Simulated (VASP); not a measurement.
Output of a VASP run:

File OUTCAR:
```
 ion  position               nearest neighbor table
   1  0.333  0.667  0.250-   2 3.11   2 3.11   2 3.13   2 3.13   2 3.19   2 3.19
   2  0.692  0.359  0.750-   1 3.11   1 3.11   1 3.13   1 3.13   1 3.19   1 3.19
  LATTYP: Found a base centered orthorhombic cell.
 ALAT       =     3.1830660000
 B/A-ratio  =     1.6968124444
 C/A-ratio  =     1.6087687154
 Subroutine PRICEL returns:
 Original cell was already a primitive cell.
 Subroutine GETGRP returns: Found  4 space group operations
The static configuration has the point symmetry C_1 .
 The point group associated with its full space group is C_2h.
The dynamic configuration has the point symmetry C_1 .
 Subroutine INISYM returns: Found  4 space group operations
 Subroutine IBZKPT returns following result:
 Found     75 irreducible k-points:

 Following reciprocal coordinates:
            Coordinates               Weight
  0.000000  0.000000  0.000000      1.000000
  0.142857  0.000000  0.000000      2.000000
  0.000000  0.142857  0.000000      2.000000
  0.285714 -0.000000  0.000000      2.000000
 -0.000000  0.285714  0.000000      2.000000
  0.428571 -0.000000  0.000000      2.000000
 -0.000000  0.428571  0.000000      2.000000
  0.142857  0.142857  0.000000      2.000000
  0.285714  0.142857  0.000000      2.000000
  0.142857  0.285714  0.000000      2.000000
  0.428571  0.142857  0.000000      2.000000
  0.142857  0.428571  0.000000      2.000000
 -0.428571  0.142857  0.000000      2.000000
  0.142857 -0.428571  0.000000      2.000000
 -0.285714  0.142857  0.000000      2.000000
  0.142857 -0.285714  0.000000      2.000000
 -0.142857  0.142857  0.000000      2.000000
  0.285714  0.285714  0.000000      2.000000
  0.428571  0.285714  0.000000      2.000000
  0.285714  0.428571  0.000000      2.000000
 -0.428571  0.285714  0.000000      2.000000
  0.285714 -0.428571  0.000000      2.000000
 -0.285714  0.285714  0.000000      2.000000
  0.428571  0.428571  0.000000      2.000000
 -0.428571  0.428571  0.000000      2.000000
  0.000000  0.000000  0.250000      2.000000
  0.142857  0.000000  0.250000      4.000000
  0.000000  0.142857 -0.250000      4.000000
  0.285714 -0.000000  0.250000      4.000000
 -0.000000  0.285714 -0.250000      4.000000
  0.428571 -0.000000  0.250000      4.000000
 -0.000000  0.428571 -0.250000      4.000000
  0.142857  0.142857  0.250000      4.000000
  0.285714  0.142857  0.250000      4.000000
  0.142857  0.285714 -0.250000      4.000000
  0.428571  0.142857  0.250000      4.000000
  0.142857  0.428571 -0.250000      4.000000
 -0.428571  0.142857  0.250000      4.000000
  0.142857 -0.428571 -0.250000      4.000000
 -0.285714  0.142857  0.250000      4.000000
   k-points           NKPTS =     75   k-points in BZ     NKDIM =     75   number of bands    NBANDS=      6
   number of dos      NEDOS =    301   number of ions     NIONS =      2
   total plane-waves  NPLWV =  14400
   dimension x,y,z NGX =    20 NGY =   20 NGZ =   36
   dimension x,y,z NGXF=    40 NGYF=   40 NGZF=   72
   ions per type =               2
   PREC   = accura    normal or accurate (medium, high low for compatibility)
   ISTART =      0    job   : 0-new  1-cont  2-samecut
   ICHARG =      2    charge: 1-file 2-atom 10-const
   ISPIN  =      1    spin polarized calculation?
   LNONCOLLINEAR =      F non collinear calculations
   LSORBIT =      F    spin-orbit coupling
   INIWAV =      1    electr: 0-lowe 1-rand  2-diag
   ENCUT  =  400.0 eV  29.40 Ry    5.42 a.u.   5.11  5.11  8.35*2*pi/ulx,y,z
   NELM   =    100;   NELMIN=  2; NELMDL= -5     # of ELM steps
   EDIFF  = 0.1E-05   stopping-criterion for ELM
   LREAL  =      F    real-space projection
   NLSPLINE    = F    spline interpolate recip. space projectors
   LMAXMIX     =    2 max onsite mixed and CHGCAR
   VOSKOWN=      0    Vosko Wilk Nusair interpolation
   EDIFFG = 0.1E-04   stopping-criterion for IOM
...
```

**OSZICAR**
```
       N       E                     dE             d eps       ncg     rms          rms(c)
DAV:   1    -0.483288566222E+00   -0.48329E+00   -0.11244E+03   900   0.382E+02
DAV:   2    -0.301908592923E+01   -0.25358E+01   -0.24158E+01  1218   0.257E+01
DAV:   3    -0.303453506564E+01   -0.15449E-01   -0.15465E-01  1290   0.278E+00
DAV:   4    -0.303456195818E+01   -0.26893E-04   -0.26893E-04  1182   0.102E-01
DAV:   5    -0.303456212258E+01   -0.16440E-06   -0.16429E-06  1224   0.682E-03    0.921E-01
DAV:   6    -0.302789747643E+01    0.66646E-02   -0.52751E-04  1068   0.244E-01    0.589E-01
DAV:   7    -0.302051902476E+01    0.73785E-02   -0.20860E-03  1008   0.424E-01    0.318E-02
DAV:   8    -0.302052706210E+01   -0.80373E-05   -0.14812E-05  1356   0.312E-02    0.641E-03
DAV:   9    -0.302052617779E+01    0.88430E-06   -0.94446E-07   912   0.693E-03
   1 F= -.30205262E+01 E0= -.30203930E+01  d E =-.399494E-03
```

File OUTCAR:
```
------------------------ aborting loop because EDIFF is reached ----------------------------------------
  FORCE on cell =-STRESS in cart. coord.  units (eV):
  Direction    XX          YY          ZZ          XY          YZ          ZX
  --------------------------------------------------------------------------------------
  Total        0.1282295      0.2317555      1.1041450     -0.0416129      0.0000000      0.0000000
  in kB        4.6672821      8.4354127     40.1885461     -1.5146232      0.0000000      0.0000000
  external PRESSURE =      17.7637470 kB  Pullay stress =       0.0000000 kB
  volume of cell :       44.02
      direct lattice vectors                 reciprocal lattice vectors
     1.591533000 -2.700533000  0.000000000     0.314162509 -0.185148635  0.000000000
     1.591533000  2.700533000  0.000000000     0.314162509  0.185148635  0.000000000
     0.000000000  0.000000000  5.120817000     0.000000000  0.000000000  0.195281339
 POSITION                                       TOTAL-FORCE (eV/Angst)
 -----------------------------------------------------------------------------------
      1.59153      0.90018      1.28020         0.056336      0.002844      0.000000
      1.67169     -0.90018      3.84061        -0.056336     -0.002844     -0.000000
 -----------------------------------------------------------------------------------
    total drift:                                0.000000      0.000000      0.000000
  FREE ENERGIE OF THE ION-ELECTRON SYSTEM (eV)
  ---------------------------------------------------
  free  energy   TOTEN  =        -3.0205261778 eV

  energy  without entropy=       -3.0201266843  energy(sigma->0) =       -3.02039301
```
(Selected blocks of OUTCAR.)

### POSCAR
```
Mg
1
    1.5915330000    -2.7005330000     0.0000000000
    1.5915330000     2.7005330000     0.0000000000
    0.0000000000     0.0000000000     5.1208170000
Mg
2
Direct
  0.3333330000   0.6666670000   0.2500000000
  0.6918500000   0.3585160000   0.7500000000
```

Task: Write an INCAR and KPOINTS that could have produced this output.

Result: Several could match; the one computed here: the input of the run itself, PBE GGA, plane waves, VASP's PBE PAW potentials (set 64).

### INCAR
```
! general
SYSTEM  =Mg
PREC    =Accurate
ENCUT   =400   ! plane-wave cut-off (eV)
LREAL   =.FALSE.   ! projection in real space or not
LASPH   =.TRUE.
KSPACING=0.35
KGAMMA  =.TRUE.

! electronic loop
EDIFF   =1E-6
NELM    =100   ! most electronic steps
ALGO    =Normal

! smearing
ISMEAR  =1   ! Methfessel-Paxton
SIGMA   =0.1

! functional
GGA     =PE   ! PBE

! ions
ISIF    =2   ! forces and stress, cell fixed

! output
LWAVE   =.FALSE.
LCHARG  =.FALSE.
```

POTCAR, in this order: Mg (PBE.64 set). Program: vasp_std.

The compound is Mg in the hcp structure. The cell was not relaxed at this level, atoms are displaced from their ideal sites. The run is one of a series of settings (KGAMMA = .TRUE., KSPACING = 0.35, KPOINTS file removed against the base run), some of them coarse on purpose.
